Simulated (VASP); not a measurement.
An input for Quantum ESPRESSO's pw.x (written as the equivalent of a VASP run, and not itself run):

```
&CONTROL
  calculation = 'vc-relax'
  pseudo_dir = './pseudo'
  outdir = './out'
  tprnfor = .true.
  tstress = .true.
  nstep = 60
  forc_conv_thr = 0.00039
/
&SYSTEM
  ibrav = 0
  nat = 2
  ntyp = 1
  ecutwfc = 84
  occupations = 'smearing'
  smearing = 'methfessel-paxton'
  degauss = 0.00735
  input_dft = 'vdw-df2-b86r'
/
&ELECTRONS
  conv_thr = 7.3e-08
  electron_maxstep = 100
/
&IONS
/
&CELL
/
ATOMIC_SPECIES
  Zn 65.380 Zn.upf
CELL_PARAMETERS angstrom
     1.3300000   -2.3036280    0.0000000
     1.3300000    2.3036280    0.0000000
     0.0000000    0.0000000    4.9500000
ATOMIC_POSITIONS crystal
  Zn   0.3333330  0.6666670  0.2500000
  Zn   0.6666670  0.3333330  0.7500000
K_POINTS automatic
  14 14 7 0 0 0
```

Question: Translate this input to VASP (INCAR, KPOINTS, POSCAR, choice of POTCAR).

Answer: This is not unique; one that fits is 
POSCAR:
```
Zn
1
    1.3300000000    -2.3036280000     0.0000000000
    1.3300000000     2.3036280000     0.0000000000
    0.0000000000     0.0000000000     4.9500000000
Zn
2
Direct
  0.3333330000   0.6666670000   0.2500000000
  0.6666670000   0.3333330000   0.7500000000
```

File KPOINTS:
```
Regular mesh
0
Gamma
 14 14 7
0 0 0
```

INCAR:
```
# general
SYSTEM  =Zn
PREC    =Accurate
ENCUT   =520
LREAL   =F
LASPH   =T   # aspherical one-centre terms

# electronic loop
EDIFF   =1E-6
NELM    =100
ALGO    =Normal
LMAXMIX =4   # l cut-off of mixed one-centre charges

# smearing
ISMEAR  =1
SIGMA   =0.1   # width (eV)

# functional
GGA     =MK
LUSE_VDW=T
AGGAC   =0.0
PARAM1  =0.1234568
PARAM2  =0.7114
ZAB_VDW =-1.8867

# ions
IBRION  =2   # conjugate gradients
NSW     =60
ISIF    =3   # ions, shape and volume
EDIFFG  =-0.01

# output
LWAVE   =F
LCHARG  =F
```

POTCAR, in this order: Zn (PBE.64 set). Program: vasp_std.

The two are equivalent in intent, not identical: the potentials are each code's own (VASP's PAW set, PseudoDojo norm-conserving files in pw.x), so ENCUT and ecutwfc are chosen apart and not converted; conv_thr bounds pw.x's estimated SCF error, while EDIFF bounds the energy change between steps; forc_conv_thr acts on force components and is met together with etot_conv_thr.

The compound is Zn in the hcp structure. This run relaxes it. Symmetry was kept, so distortions that lower it aren't found.
